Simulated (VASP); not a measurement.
Calculation: LDA (Ceperley-Alder, Perdew-Zunger), VASP's LDA PAW potentials (set 64) (plane waves; VASP).

VASP input:

INCAR:
```
SYSTEM = KMgF3
PREC = Accurate; ENCUT = 520; LREAL = F
LASPH = T
EDIFF = 1E-8; NELM = 100; ALGO = Normal
ISMEAR = 0; SIGMA = 0.01
IBRION = 8; NSW = 1
LWAVE = F; LCHARG = F
LEPSILON = T
```

File POSCAR:
```
KMgF3
1
    3.8963603277     0.0000000000    -0.0000000000
    0.0000000000     3.8963603277     0.0000000000
    0.0000000000     0.0000000000     3.8963603277
K Mg F
1 1 3
Direct
  0.0000000000   0.0000000000   0.0000000000
  0.5000000000   0.5000000000   0.5000000000
  0.5000000000   0.0000000000   0.5000000000
  0.0000000000   0.5000000000   0.5000000000
  0.5000000000   0.5000000000   0.0000000000
```

File KPOINTS:
```
Automatic mesh
0
Gamma
6 6 6
0 0 0
```

POTCAR, in this order: K_sv Mg F (LDA.64 set). Program: vasp_std.

What VASP printed:

### OSZICAR
```
...
RMM:  11    -0.199023886482E+00   -0.45171E-06   -0.48746E-07  3247   0.155E-03    0.988E-05
RMM:  12    -0.199023852649E+00    0.33833E-07    0.21257E-08  3141   0.892E-04    0.425E-05
RMM:  13    -0.199024089959E+00   -0.23731E-06   -0.28349E-08  2806   0.593E-04    0.332E-05
RMM:  14    -0.199024205302E+00   -0.11534E-06    0.43919E-09  2784   0.463E-04    0.244E-05
RMM:  15    -0.199024284667E+00   -0.79365E-07   -0.61803E-08  2639   0.410E-04    0.677E-06
 Linear response to external field, progress :
  Direction:   3
       N       E                     dE             d eps       ncg     rms          rms(c)
RMM:   1    -0.200583824495E+00   -0.20058E+00   -0.32005E-01  3076   0.312E+00
RMM:   2    -0.201560919564E+00   -0.97710E-03   -0.20415E-02  3004   0.654E-01    0.800E-01
RMM:   3    -0.191334406030E+00    0.10227E-01   -0.16725E-02  2669   0.741E-01    0.414E-01
RMM:   4    -0.195019243071E+00   -0.36848E-02   -0.79159E-03  2761   0.580E-01    0.126E-01
RMM:   5    -0.198541854593E+00   -0.35226E-02   -0.14523E-03  3023   0.226E-01    0.227E-02
RMM:   6    -0.198822926470E+00   -0.28107E-03   -0.27766E-04  3199   0.684E-02    0.185E-02
RMM:   7    -0.199058032932E+00   -0.23511E-03   -0.56234E-05  3111   0.325E-02    0.559E-03
RMM:   8    -0.199011232723E+00    0.46800E-04   -0.13384E-05  3107   0.162E-02    0.182E-03
RMM:   9    -0.199021866532E+00   -0.10634E-04   -0.55332E-06  3382   0.660E-03    0.889E-04
RMM:  10    -0.199023435837E+00   -0.15693E-05   -0.17930E-06  3304   0.289E-03    0.207E-04
RMM:  11    -0.199023793551E+00   -0.35771E-06   -0.44395E-07  3218   0.151E-03    0.135E-04
RMM:  12    -0.199023879203E+00   -0.85652E-07    0.50542E-08  3115   0.872E-04    0.326E-05
RMM:  13    -0.199024083701E+00   -0.20450E-06   -0.62009E-08  2798   0.581E-04    0.382E-05
RMM:  14    -0.199024191290E+00   -0.10759E-06   -0.80820E-08  2757   0.458E-04    0.236E-05
RMM:  15    -0.199024304055E+00   -0.11276E-06   -0.56275E-08  2655   0.406E-04    0.324E-06
 Linear response DOF=           4
 Linear response progress:
  Degree of freedom:   1/  4
       N       E                     dE             d eps       ncg     rms          rms(c)
RMM:   1    -0.303553977456E+00   -0.30355E+00    0.16577E-01  2737   0.320E+00
RMM:   2    -0.305625570167E+00   -0.20716E-02   -0.33625E-02  2631   0.778E-01    0.480E-02
RMM:   3    -0.306705097250E+00   -0.10795E-02   -0.28348E-03  2992   0.233E-01    0.262E-02
RMM:   4    -0.306878775073E+00   -0.17368E-03   -0.46123E-04  3221   0.643E-02    0.223E-02
RMM:   5    -0.306900054555E+00   -0.21279E-04   -0.55451E-05  3158   0.307E-02    0.653E-03
RMM:   6    -0.306906951645E+00   -0.68971E-05   -0.13788E-05  3242   0.109E-02    0.400E-03
RMM:   7    -0.306903234607E+00    0.37170E-05   -0.15333E-06  3278   0.453E-03    0.172E-03
RMM:   8    -0.306896155329E+00    0.70793E-05   -0.21463E-07  3260   0.207E-03    0.223E-04
RMM:   9    -0.306897245033E+00   -0.10897E-05   -0.11695E-06  3354   0.106E-03    0.222E-04
RMM:  10    -0.306896902694E+00    0.34234E-06    0.32905E-07  3460   0.536E-04    0.197E-04
RMM:  11    -0.306896296289E+00    0.60640E-06    0.44973E-07  3318   0.363E-04    0.331E-05
RMM:  12    -0.306896258210E+00    0.38079E-07    0.10084E-07  3447   0.268E-04    0.698E-06
RMM:  13    -0.306896287108E+00   -0.28898E-07    0.29205E-08  3368   0.227E-04    0.645E-06
RMM:  14    -0.306896269734E+00    0.17374E-07   -0.13665E-08  3334   0.213E-04    0.512E-06
RMM:  15    -0.306896250086E+00    0.19647E-07   -0.20495E-08  3382   0.207E-04    0.184E-06
RMM:  16    -0.306896241188E+00    0.88981E-08   -0.47789E-08  3315   0.205E-04    0.873E-07
 Linear response progress:
  Degree of freedom:   2/  4
       N       E                     dE             d eps       ncg     rms          rms(c)
RMM:   1    -0.320604925546E-02   -0.32060E-02    0.13201E-02  2816   0.662E-01
RMM:   2    -0.316497100264E-02    0.41078E-04   -0.15186E-04  2674   0.894E-02    0.443E-02
RMM:   3    -0.312110185324E-02    0.43869E-04   -0.35364E-05  2837   0.346E-02    0.250E-02
RMM:   4    -0.310704702059E-02    0.14055E-04   -0.40102E-05  2829   0.348E-02    0.334E-03
RMM:   5    -0.310187510085E-02    0.51719E-05   -0.12155E-06  3031   0.657E-03    0.715E-04
RMM:   6    -0.310061054257E-02    0.12646E-05   -0.19213E-07  3124   0.189E-03    0.360E-04
RMM:   7    -0.310017555597E-02    0.43499E-06   -0.44318E-08  3229   0.810E-04    0.869E-05
RMM:   8    -0.310013284924E-02    0.42707E-07   -0.80120E-09  3290   0.291E-04    0.445E-05
RMM:   9    -0.310014103642E-02   -0.81872E-08    0.34620E-09  3289   0.132E-04    0.183E-05
 Linear response progress:
  Degree of freedom:   3/  4
       N       E                     dE             d eps       ncg     rms          rms(c)
RMM:   1    -0.525273706443E+00   -0.52527E+00    0.59196E-01  4369   0.418E+00
RMM:   2    -0.524339688175E+00    0.93402E-03   -0.46694E-03  3974   0.532E-01    0.849E-02
RMM:   3    -0.525635209339E+00   -0.12955E-02   -0.67225E-04  4179   0.154E-01    0.444E-02
RMM:   4    -0.527222846631E+00   -0.15876E-02   -0.35077E-04  3974   0.112E-01    0.928E-03
RMM:   5    -0.527267616225E+00   -0.44770E-04   -0.54971E-05  5021   0.295E-02    0.344E-03
RMM:   6    -0.527236926404E+00    0.30690E-04   -0.80543E-06  5158   0.933E-03    0.126E-03
RMM:   7    -0.527244567030E+00   -0.76406E-05   -0.13598E-06  5150   0.380E-03    0.524E-04
RMM:   8    -0.527239416763E+00    0.51503E-05   -0.30426E-07  5304   0.169E-03    0.264E-04
RMM:   9    -0.527240414911E+00   -0.99815E-06   -0.51490E-08  5362   0.850E-04    0.465E-05
RMM:  10    -0.527240184697E+00    0.23021E-06   -0.48353E-08  5444   0.491E-04    0.336E-05
RMM:  11    -0.527240271088E+00   -0.86391E-07   -0.48462E-08  5512   0.337E-04    0.677E-06
RMM:  12    -0.527240282603E+00   -0.11515E-07   -0.47316E-08  5504   0.270E-04    0.235E-06
RMM:  13    -0.527240267423E+00    0.15180E-07   -0.34920E-08  5407   0.243E-04    0.694E-06
RMM:  14    -0.527240280209E+00   -0.12785E-07   -0.25083E-08  5347   0.231E-04    0.208E-06
RMM:  15    -0.527240280346E+00   -0.13736E-09   -0.28239E-08  5243   0.225E-04    0.241E-06
 Linear response progress:
  Degree of freedom:   4/  4
       N       E                     dE             d eps       ncg     rms          rms(c)
RMM:   1    -0.527000774943E+00   -0.52700E+00    0.76199E-01  2663   0.421E+00
RMM:   2    -0.526039066166E+00    0.96171E-03   -0.64315E-03  2514   0.595E-01    0.110E-01
RMM:   3    -0.527510748859E+00   -0.14717E-02   -0.11273E-03  2477   0.180E-01    0.592E-02
RMM:   4    -0.529433808675E+00   -0.19231E-02   -0.67858E-04  2478   0.144E-01    0.117E-02
RMM:   5    -0.529382756868E+00    0.51052E-04   -0.67274E-05  2988   0.333E-02    0.451E-03
RMM:   6    -0.529348396764E+00    0.34360E-04   -0.13658E-05  3013   0.126E-02    0.839E-04
RMM:   7    -0.529367899324E+00   -0.19503E-04   -0.29131E-06  3072   0.523E-03    0.262E-04
RMM:   8    -0.529365727904E+00    0.21714E-05   -0.64851E-07  3253   0.228E-03    0.104E-04
RMM:   9    -0.529364709818E+00    0.10181E-05    0.36851E-08  3321   0.105E-03    0.277E-05
RMM:  10    -0.529365071131E+00   -0.36131E-06   -0.20657E-07  3327   0.575E-04    0.193E-05
RMM:  11    -0.529365133096E+00   -0.61965E-07   -0.13878E-07  3381   0.374E-04    0.131E-05
RMM:  12    -0.529365199317E+00   -0.66221E-07   -0.40045E-09  3366   0.292E-04    0.240E-06
RMM:  13    -0.529365194152E+00    0.51641E-08   -0.28650E-08  3380   0.258E-04    0.191E-06
 Linear response finished
```

File OUTCAR:
```
------------------------ aborting loop because EDIFF is reached ----------------------------------------

 HEAD OF MICROSCOPIC STATIC DIELECTRIC TENSOR (INDEPENDENT PARTICLE, excluding Hartree and local field effects)
 ------------------------------------------------------
           2.243865    -0.000000     0.000000
          -0.000000     2.243865    -0.000000
           0.000000     0.000000     2.243865
 ------------------------------------------------------

 MACROSCOPIC STATIC DIELECTRIC TENSOR (including local field effects in DFT)
 ------------------------------------------------------
           2.141306     0.000000     0.000000
          -0.000000     2.141306    -0.000000
           0.000000     0.000000     2.141306
 ------------------------------------------------------

 PIEZOELECTRIC TENSOR (including local field effects)  for field in x, y, z        (e  Angst)
          XX          YY          ZZ          XY          YZ          ZX
  --------------------------------------------------------------------------------
  x     0.00000     0.00000     0.00000     0.00000     0.00000     0.00000
  y     0.00000     0.00000     0.00000     0.00000     0.00000     0.00000
  z     0.00000     0.00000     0.00000     0.00000     0.00000     0.00000

 PIEZOELECTRIC TENSOR (including local field effects)  for field in x, y, z        (C/m^2)
          XX          YY          ZZ          XY          YZ          ZX
  --------------------------------------------------------------------------------
  x     0.00000     0.00000     0.00000     0.00000     0.00000     0.00000
  y     0.00000     0.00000     0.00000     0.00000     0.00000     0.00000
  z     0.00000     0.00000     0.00000     0.00000     0.00000     0.00000

 BORN EFFECTIVE CHARGES (including local field effects) (in |e|, cummulative output)
 ---------------------------------------------------------------------------------
 ion    1
    1     1.19066     0.00000    -0.00000
    2    -0.00000     1.19066     0.00000
    3    -0.00000     0.00000     1.19066
 ion    2
    1     1.97458     0.00000    -0.00000
    2    -0.00000     1.97458    -0.00000
    3    -0.00000     0.00000     1.97458
 ion    3
    1    -0.97237     0.00000     0.00000
    2    -0.00000    -1.22049     0.00000
    3     0.00000     0.00000    -0.97237
 ion    4
    1    -1.22049    -0.00000    -0.00000
    2     0.00000    -0.97237     0.00000
    3    -0.00000     0.00000    -0.97237
 ion    5
    1    -0.97237    -0.00000     0.00000
    2    -0.00000    -0.97237     0.00000
    3    -0.00000    -0.00000    -1.22049

   1 f  =   15.906726 THz    99.944910 2PiTHz  530.591281 cm-1    65.784905 meV
             X         Y         Z           dx          dy          dz
      0.000000  0.000000  0.000000     0.001735    0.016790    0.000000
      1.948180  1.948180  1.948180    -0.059568   -0.576514   -0.000000
      1.948180  0.000000  1.948180    -0.008935    0.801144   -0.000000
      0.000000  1.948180  1.948180     0.082777   -0.086472   -0.000000
      1.948180  1.948180  0.000000    -0.008935   -0.086472    0.000000

   2 f  =   15.906726 THz    99.944910 2PiTHz  530.591281 cm-1    65.784905 meV
             X         Y         Z           dx          dy          dz
      0.000000  0.000000  0.000000     0.016790   -0.001735   -0.000000
      1.948180  1.948180  1.948180    -0.576514    0.059568    0.000000
      1.948180  0.000000  1.948180    -0.086472   -0.082777   -0.000000
      0.000000  1.948180  1.948180     0.801144    0.008935    0.000000
      1.948180  1.948180  0.000000    -0.086472    0.008935    0.000000

   3 f  =   15.906726 THz    99.944910 2PiTHz  530.591281 cm-1    65.784905 meV
             X         Y         Z           dx          dy          dz
      0.000000  0.000000  0.000000    -0.000000   -0.000000    0.016880
      1.948180  1.948180  1.948180     0.000000    0.000000   -0.579583
      1.948180  0.000000  1.948180     0.000000   -0.000000   -0.086932
      0.000000  1.948180  1.948180    -0.000000    0.000000   -0.086932
      1.948180  1.948180  0.000000     0.000000    0.000000    0.805410

   4 f  =    8.592526 THz    53.988432 2PiTHz  286.615811 cm-1    35.535816 meV
             X         Y         Z           dx          dy          dz
      0.000000  0.000000  0.000000     0.019627    0.007076    0.076465
      1.948180  1.948180  1.948180    -0.157548   -0.056801   -0.613780
      1.948180  0.000000  1.948180     0.119073   -0.031756    0.463889
      0.000000  1.948180  1.948180    -0.088080    0.042930    0.463889
      1.948180  1.948180  0.000000     0.119073    0.042930   -0.343146

   5 f  =    8.592526 THz    53.988432 2PiTHz  286.615811 cm-1    35.535816 meV
             X         Y         Z           dx          dy          dz
      0.000000  0.000000  0.000000     0.075147    0.014477   -0.020629
      1.948180  1.948180  1.948180    -0.603200   -0.116208    0.165587
      1.948180  0.000000  1.948180     0.455892   -0.064969   -0.125149
      0.000000  1.948180  1.948180    -0.337231    0.087829   -0.125149
      1.948180  1.948180  0.000000     0.455892    0.087829    0.092575

   6 f  =    8.592526 THz    53.988432 2PiTHz  286.615811 cm-1    35.535816 meV
             X         Y         Z           dx          dy          dz
      0.000000  0.000000  0.000000    -0.015808    0.077605   -0.003124
      1.948180  1.948180  1.948180     0.126893   -0.622931    0.025077
      1.948180  0.000000  1.948180    -0.095905   -0.348262   -0.018953
      0.000000  1.948180  1.948180     0.070942    0.470805   -0.018953
      1.948180  1.948180  0.000000    -0.095905    0.470805    0.014020

   7 f  =    5.667963 THz    35.612860 2PiTHz  189.062885 cm-1    23.440800 meV
             X         Y         Z           dx          dy          dz
      0.000000  0.000000  0.000000     0.000000    0.000000    0.000000
      1.948180  1.948180  1.948180     0.000000   -0.000000   -0.000000
      1.948180  0.000000  1.948180     0.599179   -0.000000    0.357873
      0.000000  1.948180  1.948180     0.000000    0.113631   -0.357873
      1.948180  1.948180  0.000000    -0.599179   -0.113631   -0.000000

   8 f  =    5.667963 THz    35.612860 2PiTHz  189.062885 cm-1    23.440800 meV
...
```
(Selected blocks of OUTCAR.)

The compound is KMgF3 in the cubic perovskite structure. It was relaxed first, which changed the volume by -7 %.
